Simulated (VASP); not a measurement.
An input for Ansatz (written as the equivalent of a VASP run, and not itself run):

Ansatz 0.2 input:
```yaml
crystal:
  lattice:
    - [0.0000000, 1.9504227, 1.9504227]
    - [1.9504227, 0.0000000, 1.9504227]
    - [1.9504227, 1.9504227, 0.0000000]
  atoms:
    - { symbol: Pd, position: [0.0000000, 0.0000000, 0.0000000] }
kpoints:
  mp_grid: { grid: [14, 14, 14] }
hamiltonian:
  xc: r2scan
  pseudopotentials: { kind: paw }
scf:
  occupations: { method: methfessel_paxton, width: 0.1 }
  max_iter: 100
relax:
  max_steps: 40
  f_tol: 0.01
  cell: { p_target: 2 }
output: { forces: true, stress: true, eigenvalues: true }
```

**Question.** Translate this input to VASP (INCAR, KPOINTS, POSCAR, choice of POTCAR).

**Answer.** This is not unique; one that fits is 
File POSCAR:
```
Pd
1
    0.0000000000     1.9504227470     1.9504227470
    1.9504227470    -0.0000000000     1.9504227470
    1.9504227470     1.9504227470     0.0000000000
Pd
1
Direct
  0.0000000000   0.0000000000   0.0000000000
```

KPOINTS:
```
Automatic mesh
0
Gamma
14 14 14
0 0 0
```

### INCAR
```
# general
SYSTEM   =  Pd
PREC     =  Accurate
ENCUT    =  480   # plane-wave cut-off (eV)
LREAL    =  .FALSE.   # projection in real space or not
LASPH    =  .TRUE.   # aspherical one-centre terms

# electronic loop
EDIFF    =  1E-7
NELM     =  100   # most electronic steps
ALGO     =  Normal   # blocked Davidson
LMAXMIX  =  4   # l cut-off of mixed one-centre charges
LMIXTAU  =  .TRUE.

# smearing
ISMEAR   =  1   # Methfessel-Paxton
SIGMA    =  0.1   # width (eV)

# functional
METAGGA  =  R2SCAN

# ions
IBRION   =  2   # conjugate gradients
NSW      =  40
ISIF     =  3
EDIFFG   =  -0.01
PSTRESS  =  20   # kbar

# output
LWAVE    =  .FALSE.
LCHARG   =  .FALSE.
```

POTCAR, in this order: Pd (PBE.64 set). Program: vasp_std.

The two are equivalent in intent, not identical: each code has its own PAW files, so the cut-off isn't converted (ENCUT is set for VASP's; basis.ecutwfc is left out, and Ansatz then takes the one that its files recommend); Ansatz stops its SCF on the density residual and VASP on the energy change (EDIFF).

The compound is Pd in the fcc structure. It was relaxed first under an external pressure of 2 GPa.
